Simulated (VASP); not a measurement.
Consider the following.

```xyz
2
Lattice="0.0000 2.1087 2.1087 2.1087 0.0000 2.1087 2.1087 2.1087 0.0000" Properties=species:S:1:pos:R:3 pbc="T T T"
Ti     0.0000     0.0000     0.0000
N      2.1087     2.1087     2.1087
```

These are vdW-DF-cx, VASP's PBE PAW potentials (set 64) (plane waves; VASP) values and carry that method's errors. Numerical set-up: 520 eV cut-off, Gaussian smearing of 0.050 eV, potentials Ti_sv N.

Problem. Give the energies of bands 6 to 11 at the high-symmetry points, in eV from the Fermi level.

Solution. 
| band | Γ | X | U | L | W |
|---|---|---|---|---|---|
| 6 | -2.05 | -5.86 | -5.88 | -8.17 | -5.53 |
| 7 | -2.05 | -3.25 | -5.76 | -5.57 | -5.53 |
| 8 | -2.05 | -3.25 | -4.52 | -5.57 | -5.43 |
| 9 | -0.65 | -3.16 | -0.48 | 1.72 | 0.94 |
| 10 | -0.65 | 1.68 | 2.02 | 1.72 | 0.94 |
| 11 | -0.65 | 2.43 | 2.36 | 2.42 | 2.44 |

It has no gap at this level: it comes out as a metal or semimetal.

The compound is TiN in the rock salt structure. It was relaxed first. The electron count is odd and the run is not spin-polarised, which forces a metal.
